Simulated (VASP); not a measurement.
Input of a VASP 6.6.1 run:

Contents of INCAR:

```
SYSTEM = NaCl
PREC = Accurate ; ENCUT = 600
EDIFF = 1E-7 ; ISMEAR = 0
SIGMA = 0.03 ; LREAL = .False.
LASPH = .True. ; NELM = 80
ALGO = Normal ; ISIF = 3
LWAVE = .False. ; LCHARG = .False.
GGA = PS ; IBRION = 2
NSW = 90 ; EDIFFG = -0.005
PSTRESS = 66.6
```

File KPOINTS:

```
Automatic mesh
0
Gamma
  8 8 8
  0 0 0
```

The input POSCAR:

```
NaCl                                    
1.0
    0.0000000000      2.6474363248      2.6474363248
    2.6474363248     -0.0000000000      2.6474363248
    2.6474363248      2.6474363248     -0.0000000000
  Na              Cl            
     1     1
Direct
     0.0000000000000000    0.0000000000000000    0.0000000000000000
     0.5000000000000000    0.5000000000000000    0.5000000000000000
```

Potentials or basis: VASP PAW PBE potentials, release 64 (Na_pv, Cl).

Run with:

```bash
$ cat potpaw_PBE.64/Na_pv/POTCAR potpaw_PBE.64/Cl/POTCAR > POTCAR
$ mpirun -np 1 vasp_std > vasp.out
```

(1) Estimate the band gap on the k mesh.

Results:

(1) 5.73 eV, direct.

Caveat: the relaxation stopped at its first step, so nothing moved; the cell is relaxed towards a set pressure, so the enthalpy falls and the energy may rise.
